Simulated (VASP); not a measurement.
Level of theory: PBE GGA with D4 dispersion, VASP's PBE PAW potentials (set 64) (plane waves; VASP 6.6.1).

VASP ran on this input.

INCAR:
```
SYSTEM = CoGa
PREC = Accurate; ENCUT = 520; LREAL = .FALSE.
LASPH = .TRUE.
EDIFF = 1E-7; NELM = 100; ALGO = Normal
LMAXMIX = 4
ISMEAR = 1; SIGMA = 0.1
GGA = PE; IVDW = 13
ISIF = 2
LWAVE = .FALSE.; LCHARG = .FALSE.
```

**POSCAR**
```
CoGa
2.7889160
  0.9999998421   0.0000000000   0.0000000000
  0.0000000000   0.9999998421   0.0000000000
  0.0000000000   0.0000000000   0.9999998421
Ga Co
1 1
Direct
  0.5000000000   0.5000000000   0.5000000000
  0.0000000000   0.0000000000   0.0000000000
```

KPOINTS:
```
Automatic mesh
0
Gamma
13 13 13
0 0 0
```

POTCAR, in this order: Ga_d Co (PBE.64 set). Program: vasp_std.

What VASP printed:

**OUTCAR**
```
 ion  position               nearest neighbor table
   1  0.500  0.500  0.500-   2 2.42   2 2.42   2 2.42   2 2.42   2 2.42   2 2.42   2 2.42   2 2.42
  LATTYP: Found a simple cubic cell.
 ALAT       =     2.7889155597
 Subroutine PRICEL returns:
 Original cell was already a primitive cell.
 Subroutine GETGRP returns: Found 48 space group operations
The static configuration has the point symmetry O_h .
The dynamic configuration has the point symmetry O_h .
 Subroutine INISYM returns: Found 48 space group operations
 Subroutine IBZKPT returns following result:
 Found     84 irreducible k-points:

 Following reciprocal coordinates:
            Coordinates               Weight
  0.000000  0.000000  0.000000      1.000000
  0.076923  0.000000  0.000000      6.000000
  0.153846  0.000000  0.000000      6.000000
  0.230769  0.000000  0.000000      6.000000
  0.307692  0.000000  0.000000      6.000000
  0.384615  0.000000  0.000000      6.000000
  0.461538  0.000000  0.000000      6.000000
  0.076923  0.076923  0.000000     12.000000
  0.153846  0.076923  0.000000     24.000000
  0.230769  0.076923  0.000000     24.000000
  0.307692  0.076923  0.000000     24.000000
  0.384615  0.076923  0.000000     24.000000
  0.461538  0.076923  0.000000     24.000000
  0.153846  0.153846  0.000000     12.000000
  0.230769  0.153846  0.000000     24.000000
  0.307692  0.153846  0.000000     24.000000
  0.384615  0.153846  0.000000     24.000000
  0.461538  0.153846  0.000000     24.000000
  0.230769  0.230769  0.000000     12.000000
  0.307692  0.230769  0.000000     24.000000
  0.384615  0.230769  0.000000     24.000000
  0.461538  0.230769  0.000000     24.000000
  0.307692  0.307692  0.000000     12.000000
  0.384615  0.307692  0.000000     24.000000
  0.461538  0.307692  0.000000     24.000000
  0.384615  0.384615  0.000000     12.000000
  0.461538  0.384615  0.000000     24.000000
  0.461538  0.461538  0.000000     12.000000
  0.076923  0.076923  0.076923      8.000000
  0.153846  0.076923  0.076923     24.000000
  0.230769  0.076923  0.076923     24.000000
  0.307692  0.076923  0.076923     24.000000
  0.384615  0.076923  0.076923     24.000000
  0.461538  0.076923  0.076923     24.000000
  0.153846  0.153846  0.076923     24.000000
  0.230769  0.153846  0.076923     48.000000
  0.307692  0.153846  0.076923     48.000000
  0.384615  0.153846  0.076923     48.000000
  0.461538  0.153846  0.076923     48.000000
  0.230769  0.230769  0.076923     24.000000
   k-points           NKPTS =     84   k-points in BZ     NKDIM =     84   number of bands    NBANDS=     15
   number of dos      NEDOS =    301   number of ions     NIONS =      2
   total plane-waves  NPLWV =  13824
   dimension x,y,z NGX =    24 NGY =   24 NGZ =   24
   dimension x,y,z NGXF=    48 NGYF=   48 NGZF=   48
   ions per type =               1   1
   PREC   = accura    normal or accurate (medium, high low for compatibility)
   ISTART =      0    job   : 0-new  1-cont  2-samecut
   ICHARG =      2    charge: 1-file 2-atom 10-const
   ISPIN  =      1    spin polarized calculation?
   LNONCOLLINEAR =      F non collinear calculations
   LSORBIT =      F    spin-orbit coupling
   INIWAV =      1    electr: 0-lowe 1-rand  2-diag
   ENCUT  =  520.0 eV  38.22 Ry    6.18 a.u.   5.19  5.19  5.19*2*pi/ulx,y,z
   NELM   =    100;   NELMIN=  2; NELMDL= -5     # of ELM steps
   EDIFF  = 0.1E-06   stopping-criterion for ELM
   LREAL  =      F    real-space projection
   NLSPLINE    = F    spline interpolate recip. space projectors
   LMAXMIX     =    4 max onsite mixed and CHGCAR
   VOSKOWN=      0    Vosko Wilk Nusair interpolation
...
```

### OSZICAR
```
       N       E                     dE             d eps       ncg     rms          rms(c)
DAV:   1     0.971569909936E+02    0.97157E+02   -0.10757E+04  2688   0.268E+03
DAV:   2    -0.661958598662E+01   -0.10378E+03   -0.10153E+03  2611   0.356E+02
DAV:   3    -0.111994105626E+02   -0.45798E+01   -0.45626E+01  2849   0.803E+01
DAV:   4    -0.112680428620E+02   -0.68632E-01   -0.68621E-01  3427   0.914E+00
DAV:   5    -0.112698924220E+02   -0.18496E-02   -0.18496E-02  3111   0.127E+00    0.102E+01
DAV:   6    -0.117871998455E+02   -0.51731E+00   -0.18067E+01  2864   0.593E+01    0.913E+00
DAV:   7    -0.103722423986E+02    0.14150E+01   -0.70187E+00  2625   0.443E+01    0.233E+00
DAV:   8    -0.103414346208E+02    0.30808E-01   -0.21587E-01  3140   0.577E+00    0.581E-01
DAV:   9    -0.103365537406E+02    0.48809E-02   -0.14583E-02  3558   0.208E+00    0.112E-01
DAV:  10    -0.103363391495E+02    0.21459E-03   -0.49921E-04  3528   0.333E-01    0.624E-02
DAV:  11    -0.103363294112E+02    0.97383E-05   -0.54352E-05  3432   0.133E-01    0.106E-02
DAV:  12    -0.103363287162E+02    0.69498E-06   -0.25777E-06  3354   0.275E-02    0.144E-03
DAV:  13    -0.103363286342E+02    0.81983E-07   -0.18872E-07  2187   0.665E-03
   1 F= -.11528776E+02 E0= -.11529161E+02  d E =0.115251E-02
```

**OUTCAR**
```
------------------------ aborting loop because EDIFF is reached ----------------------------------------
  Edisp (eV):   -1.19245
  FORCE on cell =-STRESS in cart. coord.  units (eV):
  Direction    XX          YY          ZZ          XY          YZ          ZX
  --------------------------------------------------------------------------------------
  Total       1.90832     1.90832     1.90832     0.00000    -0.00000     0.00000
  in kB     140.94678   140.94678   140.94678     0.00000    -0.00000     0.00000
  external pressure =      140.95 kB  Pullay stress =        0.00 kB
  volume of cell :       21.69
      direct lattice vectors                 reciprocal lattice vectors
     2.788915560  0.000000000  0.000000000     0.358562308  0.000000000  0.000000000
     0.000000000  2.788915560  0.000000000     0.000000000  0.358562308  0.000000000
     0.000000000  0.000000000  2.788915560     0.000000000  0.000000000  0.358562308
 POSITION                                       TOTAL-FORCE (eV/Angst)
 -----------------------------------------------------------------------------------
      1.39446      1.39446      1.39446         0.000000      0.000000      0.000000
      0.00000      0.00000      0.00000         0.000000      0.000000      0.000000
 -----------------------------------------------------------------------------------
    total drift:                                0.000000      0.000000     -0.000000
  FREE ENERGIE OF THE ION-ELECTRON SYSTEM (eV)
  ---------------------------------------------------
  free  energy   TOTEN  =       -11.5287763600 eV

  energy  without entropy=      -11.5299288670  energy(sigma->0) =      -11.52916053
```
(Selected blocks of OUTCAR.)

The compound is CoGa in the CsCl type structure. This cell is one point of a volume scan, at 0.94 of the reference volume. The run is not spin-polarised, so no magnetic state was tried.
